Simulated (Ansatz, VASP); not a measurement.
# Cross-check of Te (Tellurium) between VASP and Ansatz, part 2 of 2

One calculation is typed for both programs; each brings its own data sets. How far apart do they land? The cell is taken from a series of runs on this material, whose earlier steps may have relaxed, scaled, displaced or heated it; both programs get it as it stands.

VASP 6.6.1 and Ansatz 0.2.0.

So far: The structure; VASP: zone-centre phonons, PBEsol.

## 3. Ansatz: zone-centre phonons, PBEsol

Level of this step: Ansatz beside VASP: Kohn-Sham DFT, plane waves, PBEsol (Ansatz).

Ansatz runs on its PAW soft_1 files.

The same cell, functional, mesh and smearing now go to Ansatz, which takes its cutoff from its data sets.

Input file input.yaml:

```yaml
crystal:
  lattice:
    - [4.3858630282, 0.0, 0.0]
    - [-2.1929315141, 3.7982688, 0.0]
    - [0.0, 0.0, 5.7801947134]
  atoms:
    - { symbol: Te, position: [0.284825402, -2.5e-09, 0.3333333353] }
    - { symbol: Te, position: [-2.5e-09, 0.284825402, 0.6666666647] }
    - { symbol: Te, position: [0.7151746004, 0.7151746004, 0.0] }
kpoints:
  mp_grid: { grid: [12, 12, 8] }
hamiltonian:
  xc: pbesol
  pseudopotentials: { kind: paw, azcp: { folder: soft_1 }, xc_functional: pbe }
scf:
  occupations: { method: methfessel_paxton, width: 0.2 }
output:
  eigenvalues: true
phonons:
  method: dfpt
```

The run is started by

```sh
> ansatz run input.yaml --threads 4 --pin off --max-ram 10240MiB --backend cpu --events-out ev --progress --plain --runs-dir out
```

Numbers of over 12 decimals in the logs are rounded to 6 here.

What it wrote:

```text
zone centre: on kpoints.mp_grid the ground state, and the responses unless they are solved on pairs of k-points, stand on 320 of the mesh's 1152 k-points, reduced under 2 symmetry operations, with k and −k counted as one. Each operation leaves every solved displacement unchanged or reverses it
Engine: ansatz 0.2.0, x86_64-unknown-linux-gnu
Pseudopotentials: kind: paw
Pseudopotential: Te, paw, valence charge 16, recommended cutoff 420 eV (normal), soft_1/Te.paw.azcp
Functional definition: PBEsol
  exchange = pbesol_x
  correlation = pbesol_c
Crystal: 3 atoms, lattice volume = 96.290 Å³
Basis set: ecut = 420 eV, 1885 PW (Γ), exchange–correlation on 60×60×96 points (8 copies of the dense FFT grid, shifted against one another)
Bands: 29, of which v1, the nominal top of the filled ones, is band 24 counted from 1 (23 counted from 0)
Symmetry: 6 space group operations
k-points: 320 of 1152 (irreducible under 2 space group operations, time reversal used)
Non-local potential: Te, projectors of the file, l = 0: 2, l = 1: 2, l = 2: 2, l = 3: 1
PAW form: soft (Blöchl's): semilocal exchange-correlation on the pseudo side does not see the compensation charge
PAW frozen core: Te, regenerated for the run's functional, and the local potential with it (the file was generated under x = pbe(κ = 0.804, μ = 0.219515), c = pbe(β = 0.066725))
PAW one-centre angular grid: Te, 590 points (default); XC on 64 Gauss nodes
Initial density: superposition of atomic densities (chi_scale 0.1, normalization cell)
Initial wavefunctions: pseudopotential atomic-orbital guess
Functional: x = pbesol(κ = 0.804, μ = 0.123457), c = pbesol(β = 0.046)
SCF iter   1: F=—  HF=-20704.813887 eV  |F-HF|=—  |Δ(HF+E_count)|=         —  Δρ=1.44e-2  dr2=1.44e-1  ethr=3.10e-3  ⟨swp⟩=8.7  Hψ=45864  notcnv=0
preconditioner: auto → Kerker (q_TF=auto, 2.429 Å⁻¹)  [metal: Δε(μ)=0.053 eV  Ē_g=8.718 eV  σ=0.200 eV  W_gap=0.22  n_scr=22 (ndim 8)  ℏωp=16.1 eV  f_vac=0.005  D(μ)=0.09/eV (n_scr^D=0)]
SCF iter   2: F=—  HF=-20704.796945 eV  |F-HF|=—  |Δ(HF+E_count)|=   1.69e-2  S|Δr|=    0.00e0  Δρ=8.92e-3  dr2=5.60e-2  ethr=3.00e-4  ⟨swp⟩=1.0  Hψ=11850  notcnv=0  defer=2
SCF iter   3: F=—  HF=-20704.787616 eV  |F-HF|=—  |Δ(HF+E_count)|=   9.33e-3  S|Δr|=    0.00e0  Δρ=8.33e-4  dr2=6.35e-4  ethr=1.17e-4  ⟨swp⟩=2.0  Hψ=13990  notcnv=0  defer=2
SCF iter   4: F=—  HF=-20704.787856 eV  |F-HF|=—  |Δ(HF+E_count)|=   2.39e-4  S|Δr|=    0.00e0  Δρ=3.18e-4  dr2=1.11e-4  ethr=1.32e-6  ⟨swp⟩=2.0  Hψ=16884  notcnv=0  defer=2
SCF iter   5: F=—  HF=-20704.787869 eV  |F-HF|=—  |Δ(HF+E_count)|=   1.35e-5  S|Δr|=    0.00e0  Δρ=1.45e-4  dr2=3.21e-5  ethr=2.31e-7  ⟨swp⟩=2.1  Hψ=16677  notcnv=0  defer=2
SCF iter   6: F=—  HF=-20704.787885 eV  |F-HF|=—  |Δ(HF+E_count)|=   1.62e-5  S|Δr|=    0.00e0  Δρ=4.56e-5  dr2=3.43e-6  ethr=6.70e-8  ⟨swp⟩=2.0  Hψ=11430  notcnv=0  defer=2
SCF iter   7: F=—  HF=-20704.787891 eV  |F-HF|=—  |Δ(HF+E_count)|=   5.41e-6  S|Δr|=    0.00e0  Δρ=1.16e-5  dr2=1.65e-7  ethr=7.15e-9  ⟨swp⟩=2.0  Hψ=12082  notcnv=0  defer=2
SCF iter   8: F=—  HF=-20704.787891 eV  |F-HF|=—  |Δ(HF+E_count)|=   5.48e-8  S|Δr|=    0.00e0  Δρ=3.40e-6  dr2=7.42e-9  ethr=3.43e-10  ⟨swp⟩=3.0  Hψ=17301  notcnv=0  defer=2
SCF iter   9: F=—  HF=-20704.787891 eV  |F-HF|=—  |Δ(HF+E_count)|=  6.77e-10  S|Δr|=    0.00e0  Δρ=1.09e-6  dr2=1.24e-9  ethr=1.55e-11  ⟨swp⟩=2.0  Hψ=16285  notcnv=0  defer=2
SCF iter  10: F=—  HF=-20704.787891 eV  |F-HF|=—  |Δ(HF+E_count)|=  6.91e-11  S|Δr|=    0.00e0  Δρ=4.12e-7  dr2=1.53e-10  ethr=2.59e-12  ⟨swp⟩=3.0  Hψ=17869  notcnv=0  defer=2
SCF iter  11: F=-20704.787891 eV  HF=-20704.787891 eV  |F-HF|=7.28e-12  |Δ(HF+E_count)|=  3.64e-12  S|Δr|=    0.00e0  Δρ=6.27e-8  dr2=4.98e-12  ethr=1.00e-12  ⟨swp⟩=9.2  Hψ=56537  notcnv=0
SCF 1 converged in 11 iterations: F = -20704.787891 eV  dr2 = 4.98e-12
  greatest PAW one-centre occupation: 0.998 electrons in one spin orbital (limit 2), on the Te atom at site 1 (counted from 0), in its partial waves of l = 2
DFPT response loops at Γ: preconditioner auto → Kerker (q_TF=auto, 2.429 Å⁻¹) (partly filled bands, converged f_vac=0.014); β = 1.00, the filter's whole step (`scf.mixing.beta` (0.50) is not read by the response loops under this deck's `scf.mixing.preconditioner`; to damp them name `kerker` or `kerker_dos`, under which they read `scf.mixing.beta`, and type it under 1.00, their step now; both keys bind the ground state too); Broyden in place of MSR1
SCF converged after 11 iterations
Stability not checked: this state was not tested for a lower state beside it, because cold or Methfessel-Paxton smearing, or corrected tetrahedra, fill the levels in a way that the test cannot read (fill_not_monotonic; see scf.lower_state_search)
Free energy (F): -20704.787891 eV
Harris-Foulkes:  -20704.787891 eV  (|F-HF|=7.28e-12)
Internal energy: -20704.791647 eV  (E = F + TS)
E sigma→0 (E₀):  -20704.788830 eV
Entropy (-TS):   0.003756 eV (1.252 meV/atom)
Fermi energy:    9.622335 eV
Step filling:    the computed levels leave a gap of 0.0137 eV = 0.1 smearing widths at the electron count; against every level under it full and every level over it empty, smearing changes F+E_penalty+E_count by +1.040 meV and its σ→0 estimate by +0.101 meV
--- Per-component energies (eV) ---
  E_band       = -766.728940
  E_kinetic    = 517.118075
  E_local      = -4745.083845  (includes V_loc(G=0)·N_el)
  E_nonlocal   = 200.811885
  E_hartree    = 2372.081910
  E_xc         = -366.132738
  E_vxc        = -307.425919  (∫ρ·V_xc dr)
  E_paw        = -13773.598961  (= ΣΔE_a)
  E_vpaw       = -1176.313167  (= ΣTr[D̂ρ^β])
  E_aug_tail   = 0.000258  (compensation charges beyond the density's cutoff)
  E_ewald      = -4911.112667
  E_core_change = 1.124434  (= ΣΔE_core)
  E_smearing   = 0.003756  (= −TS)
  E_closure    = -0.000000  (closes the sum)
  Σ components = -20704.787891   (vs F -20704.787891, Δ=0.00e0)
--- Band table (eV; the first three rows and the last of 320) ---
  k-point 0: bands = [... 20 lower, 6.7897, 7.6094, 7.6094, 8.2357, 10.5615, 10.5615, 11.0141, 14.4337, ... 1 higher]
  k-point 1: bands = [... 20 lower, 6.8720, 7.6698, 7.7503, 8.2619, 10.3867, 10.4363, 10.8294, 14.0197, ... 1 higher]
  k-point 2: bands = [... 20 lower, 6.8359, 7.8504, 8.0283, 8.3385, 10.0274, 10.1273, 10.3981, 13.6461, ... 1 higher]
  k-point 319: bands = [... 20 lower, 4.7653, 8.1536, 8.5641, 9.1840, 10.2334, 11.2496, 11.2700, 14.3875, ... 1 higher]
--- Phonons (Γ-DFPT): 3 representative perturbations + reference, on 320 of 1152 k-points (Σ response iterations 9) ---
  k mesh reduced under 2 symmetry operations, with k and −k counted as one. Each operation leaves every solved displacement unchanged or reverses it
  ASR residual: 5.093e-5 → 0.000e0 eV/Å²; symmetrization residual: 2.723e-6 eV/Å²
  ASR residual per site (eV/Å²): 5.09e-5 4.38e-5 4.38e-5
  Γ frequencies (cm⁻¹): 0.00 0.00 0.00 81.53 81.53 92.16 96.51 126.96 126.96
  non-analytic LO–TO correction: not included (Born effective charges unavailable; polar crystals: no LO–TO splitting at Γ)
```

## 4. Side by side

Known differences besides the potentials themselves: the data sets hold 48 valence electrons in Ansatz (on its PAW soft_1 files) and 18 in VASP; the cutoff is 420 eV in Ansatz and 500 eV in VASP; Ansatz makes its cores anew for this functional, VASP keeps those of its PBE data sets. Total energies have different zeros and are not compared.

Compared:

```tsv
quantity	Ansatz	VASP	difference
optical mode 1 to 2 (cm⁻¹)	81.5	82.2	-0.80 %
optical mode 3 (cm⁻¹)	92.2	92.3	-0.19 %
optical mode 4 (cm⁻¹)	96.5	98.1	-1.62 %
optical mode 5 to 6 (cm⁻¹)	127.0	128.4	-1.09 %
```

Modes are paired by rising frequency, not by their patterns, so a pair may set unlike modes beside each other; they are those without the splitting of longitudinal modes.

## 5. Outcome

| Quantity | Value |
| --- | --- |
| r.m.s. difference of the optical zone-centre modes, each program's sorted by frequency (zone-centre phonons, PBEsol) | 1.1 cm⁻¹ |
| difference in optical mode 4 (zone-centre phonons, PBEsol) | -1.6 % |

**Reading.** The r.m.s. difference of the optical zone-centre modes, each program's sorted by frequency is 1.1 cm⁻¹ (zone-centre phonons, PBEsol). The data sets hold unlike numbers of valence electrons (48 in Ansatz and 18 in VASP), so part of the differences comes from the potentials. Among the rows given in per cent, the largest difference of the zone-centre phonons, PBEsol pair is in optical mode 4, -1.6 %. How closely two codes agree says nothing of how well the functional describes the real material.

[Lines on the potential files, build, host, timing and source positions are cut from VASP's logs without a mark.]

[Logs are printed without paths, hosts, clocks, repeated set-up lines and the standing remarks that a program may print on its own settings, such as how far it seeks lower states.]

[Hosts, paths, dates, database ids (printed as entryN), source tags and the programs' standing remarks are cut or masked in the printed files.]
